Calculated values. VASP 6.6.1, one-shot G0W0 on PBE levels for cubic SiC (2-atom cell), with the PAW potentials Si_GW and C_GW, a 6x6x6 k mesh and 117 bands. The plane-wave cutoff is 450 eV and that of the response function 180 eV, with 50 frequency points. Start (PBE) and corrected (G0W0) levels are each counted from the highest filled level in their own column.

```
row  state k a (reciprocal cell vector)  state k b (reciprocal cell vector)  state k c (reciprocal cell vector)   state band  state start level (eV)  state corrected level (eV)  state weight z
  1                               0.000                               0.000                               0.000   top filled                   0.000                       0.000           0.786
  2                               0.000                               0.000                               0.000  first empty                   6.224                       7.351           0.778
  3                               0.167                               0.000                               0.000   top filled                  -0.330                      -0.356           0.785
  4                               0.167                               0.000                               0.000  first empty                   6.332                       7.468           0.789
  5                               0.333                               0.000                               0.000   top filled                  -0.845                      -0.911           0.782
  6                               0.333                               0.000                               0.000  first empty                   5.673                       6.800           0.795
  7                               0.500                               0.000                               0.000   top filled                  -1.055                      -1.137           0.780
  8                               0.500                               0.000                               0.000  first empty                   5.420                       6.546           0.796
  9                               0.167                               0.167                               0.000   top filled                  -1.109                      -1.196           0.782
 10                               0.167                               0.167                               0.000  first empty                   5.531                       6.603           0.799
 11                               0.333                               0.167                               0.000   top filled                  -1.744                      -1.877           0.778
 12                               0.333                               0.167                               0.000  first empty                   4.903                       5.949           0.800
 13                               0.500                               0.167                               0.000   top filled                  -1.753                      -1.884           0.776
 14                               0.500                               0.167                               0.000  first empty                   4.829                       5.880           0.802
 15                              -0.333                               0.167                               0.000   top filled                  -1.152                      -1.241           0.781
 16                              -0.333                               0.167                               0.000  first empty                   5.682                       6.786           0.797
 17                              -0.167                               0.167                               0.000   top filled                  -0.378                      -0.405           0.784
 18                              -0.167                               0.167                               0.000  first empty                   7.021                       8.222           0.788
 19                               0.333                               0.333                               0.000   top filled                  -2.611                      -2.799           0.771
 20                               0.333                               0.333                               0.000  first empty                   2.628                       3.555           0.810
 21                               0.500                               0.333                               0.000   top filled                  -2.781                      -2.977           0.770
 22                               0.500                               0.333                               0.000  first empty                   2.720                       3.655           0.808
 23                              -0.333                               0.333                               0.000   top filled                  -2.175                      -2.334           0.774
 24                              -0.333                               0.333                               0.000  first empty                   3.816                       4.813           0.806
 25                               0.500                               0.500                               0.000   top filled                  -3.190                      -3.410           0.767
 26                               0.500                               0.500                               0.000  first empty                   1.348                       2.212           0.813
 27                               0.500                               0.333                               0.167   top filled                  -2.422                      -2.579           0.774
 28                               0.500                               0.333                               0.167  first empty                   4.890                       5.942           0.796
 29                              -0.333                               0.333                               0.167   top filled                  -3.123                      -3.314           0.771
 30                              -0.333                               0.333                               0.167  first empty                   5.117                       6.192           0.794
 31                              -0.333                               0.500                               0.167   top filled                  -4.387                      -4.618           0.763
 32                              -0.333                               0.500                               0.167  first empty                   3.987                       4.996           0.798
```

## Two sizes to remember

In cubic SiC the one-shot $G_0W_0$ correction lifts the empty states by about one electronvolt against the filled ones. Part of this lift comes from a stretch of both sets of bands by about six percent. A constant jump makes most of the gap opening; the stretch largely decides how the opening differs from state to state.

The table lists the highest filled and the lowest empty state at each of 16 k-points. The start level is the PBE energy and the corrected level the $G_0W_0$ energy, each counted from the valence top in its own column. The difference between them, called the shift $\Delta$ here, is therefore a movement relative to the valence top. The lowest empty state, at the zone-boundary point X (row 26), rises by 0.864 eV, and the highest one listed (row 18) by 1.201 eV. Filled states below the top sink, the deepest (row 31) by 0.231 eV.

## First explanation: a rigid jump

The simplest reading is that PBE places the whole set of empty bands too low by one constant. The correction would then be a pair of scissors that cuts the bands apart at the gap and moves the upper half up unchanged. This catches the largest part of the effect.

It leaves the pattern unexplained. The rises of the empty states differ by up to a third of an electronvolt, and the filled states sink below the valence top, where a rigid jump would leave them in place. Over the whole table a constant jump typically misses by 0.12 eV.

## Second explanation: the weight Z

The last column offers a tempting answer. The weight $Z$ is the share of an added electron or hole that still behaves like a single particle, the rest being spread over states in which the other electrons are excited too. It enters the correction as a factor:

$$E=\varepsilon+Z\,B,\qquad B=\Sigma-V_{xc}.$$

Here $\varepsilon$ is the start level, $E$ the corrected one, $\Sigma$ the self-energy and $V_{xc}$ the PBE exchange-correlation potential. Among the filled states $Z$ and the shift go together with a correlation of 0.98, so it looks as if $Z$ sets the pattern.

The size of the effect decides against it. If $B$ were constant among the filled states, their shifts would demand $B\approx+10$ eV; the empty states, taken alone, demand about $-9$ eV. Multiplied by $Z\approx0.8$, this would push the filled states up by 8 eV and the empty ones down by 7 eV. The gap would collapse, whereas the table shows it opening. The joint fit in the printed analysis has to keep the opening as well; it settles for smaller brackets of equal sign, loses the pattern and misses by 0.11 eV.

Rows 2 and 4 show the same thing in a single pair. Their start levels are close, but $Z$ is lower in row 2 by 0.011. The trend of the empty states with $Z$ would ask for a rise larger by about 0.1 eV in row 2, yet the two rises agree to 0.01 eV. The shift follows the level, and $Z$ mostly keeps it company because it too tends to fall away from the gap.

## Third explanation: a jump and a stretch

Suppose that the correction adds a jump $J$ for empty states and, for filled and empty alike, a part proportional to the start level:

$$\Delta=J+s\,\varepsilon\ \ (\text{empty}),\qquad \Delta=s\,\varepsilon\ \ (\text{filled}).$$

A least-squares fit to all 32 rows gives $J=0.754$ eV and $s=0.063$. For the band edge at X, where $\varepsilon=1.348$ eV, the model gives

$$\Delta=0.754+0.063\times1.348\approx0.84\ \text{eV},$$

against 0.864 eV in the table. This row was part of the fit. The typical miss over all rows is 0.02 eV, about a sixth of that of either earlier explanation; the printed analysis below compares the three.

A stricter test takes the stretch from the filled states alone and carries it across the gap. It foretells a spread of 0.37 eV among the rises of the empty states, and the table has 0.34 eV. One stretch thus serves both sides, which fits a common cause without proving one.

## Why the bands stretch

What follows is theory's account of the pattern. PBE gives filled and empty states the same local potential. True exchange is non-local: it binds a state through its overlap with the filled ones, so it favours filled states over empty ones and opens the gap. Within a set of bands it also tends to bind low-lying states more strongly than high-lying ones, which pulls the levels apart. The other electrons screen this exchange and weaken both effects, so poorer screening generally means a larger opening.

A second effect works the other way. The self-energy depends on the energy at which it is evaluated, and this dependence alone would shrink energy differences to about $Z$ times their PBE value, a narrowing by a fifth. Let $a$ measure how strongly $B$ changes from orbital to orbital, per electronvolt of start level, while the energy at which $\Sigma$ is evaluated is held fixed. With $Z$ taken as constant, the two effects combine as

$$\frac{dE}{d\varepsilon}=Z\,(1+a).$$

The table's slope of about 1.06 then calls for an $a$ of some tenths. The visible stretch of six percent is what remains of two larger, opposed tendencies. This is why $Z$ well below one can go with bands that become wider.

## Where to take a rigid shift

The density of thermally created carriers in undoped SiC depends on the smallest gap, which runs from the valence top at the zone centre $\Gamma$ to the empty state at X. At $\Gamma$ itself the correction opens the gap by 1.127 eV. Using that value as a rigid jump at X would make the smallest gap too wide by $1.127-0.864=0.263$ eV. Since the carrier density varies as $\exp(-E_g/2k_BT)$, with $E_g$ the gap, the estimate at 300 K would be too low by a factor of about 160. A rigid shift meant for the smallest gap should therefore be taken from the band edges themselves, not from the gap at $\Gamma$.

The corrected gap of 2.21 eV is still a working value, because the number of bands, the cutoff and the mesh are not converged. Its distance from experiment cannot yet be charged to $G_0W_0$.

## Where the line fails

The deepest filled state, row 31, sinks by 0.05 eV less than the line asks. Rows 8 and 10 differ by a similar amount although their start levels are close, and the lower of the two rises more. The level is thus a good guide to the shift but does not fix it alone. The shape of the orbital may account for the rest, though differences this small could also change with better convergence.

The jump of 0.754 eV depends on a choice, namely that the stretch of both sets is counted from the valence top. If the stretch of the empty states were counted from their own band edge at X, the same line would have a jump of 0.84 eV. Only the sum of jump and stretch has a physical meaning for a given state.

Output of the analysis:

```
fit of d on 32 rows: coefficient of isemp 1.053 +/- 0.03; rms 0.118, worst 31 0.231, leave-one-out rms 0.12
fit of d on 32 rows: coefficient of zemp 5.689 +/- 2, coefficient of zfil 4.438 +/- 2; rms 0.113, worst 26 0.273, leave-one-out rms 0.126
fit of d on 32 rows: coefficient of isemp 0.7536 +/- 0.0095, coefficient of x 0.06295 +/- 0.0017; rms 0.0177, worst 31 -0.0451, leave-one-out rms 0.0195
Rise of the empty state at X, row 26 (eV): 0.864
Rise of the empty state at Gamma, row 2 (eV): 1.127
Largest rise of an empty state, row 18 (eV): 1.201
Spread of the rises of the empty states (eV): 0.337
Same spread foretold from the stretch of the filled states (eV): 0.3699
Stretch of the filled states alone (percent): 6.521
Stretch of the empty states alone (percent): 5.802
Correlation of shift with Z, filled states: 0.9764
Correlation of shift with Z, empty states: -0.8634
Bracket needed by the Z picture, filled states alone (eV): 10.36
Bracket needed by the Z picture, empty states alone (eV): -8.717
Row 2 less row 4, shift in the table (eV): -0.009
Row 2 less row 4, shift asked by the Z slope of the empty states (eV): 0.09589
Row 8 less row 10, shift (eV): 0.054
Orbital dependence needed for the net stretch (fraction): 0.3501
Indirect gap too wide if the Gamma opening is used at X (eV): 0.263
Factor by which thermal carriers at 300 K would then be too few: 161.8
```
